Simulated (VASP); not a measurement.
Runs of VASP 6.6.1 on RuSe. The structure is cubic, space group Pm-3m (No. 221). Conventional cell: a = 3.188 Å, b = 3.188 Å, c = 3.188 Å, α = 90.00°, β = 90.00°, γ = 90.00°. Ru (site symmetry m-3m) is surrounded by 8 Se at 2.76 Å. Around Se (site symmetry m-3m) lie 8 Ru at 2.76 Å. The cell comes from a database or a generator and needn't be the stable form of this composition.

```tsv
spin	U	fixed moment (μB)	gap on the mesh (eV)	pressure (GPa)	moment (μB)
collinear, ferromagnetic start	Ru d U = 3 eV	4	-	28.1	4.00
collinear, random start	Ru d U = 3 eV	-	none	-6.1	1.42
collinear, ferromagnetic start	Ru d U = 3 eV	-	none	-6.1	1.42
collinear, zero start	Ru d U = 3 eV	-	none	-9.3	(a)
collinear, ferromagnetic start	Ru d U = 6 eV	3	-	22.2	3.00
```

Alike in all rows: task single point; level PBE+U; potentials or basis VASP PAW PBE potentials, release 64 (Ru_pv, Se); cell as given; k mesh 6 × 6 × 6; cutoff (eV) 520; smearing gaussian 0.05 eV.

**Question.** Estimate the missing entries.

**Answer.** (a) 0.00.

Caveats: the moment is held away from its start (some runs); the total moment is fixed, so each spin has its own Fermi level (some runs); a pressure of tens of GPa on the cell as given is suspect, and the run, the potentials or the cell itself is likely at fault (some runs).

A k mesh can miss the band edges, and the runs leave out spin-orbit coupling on Ru, Se.

A gap of «none» marks a metal or a gap under the smearing width.
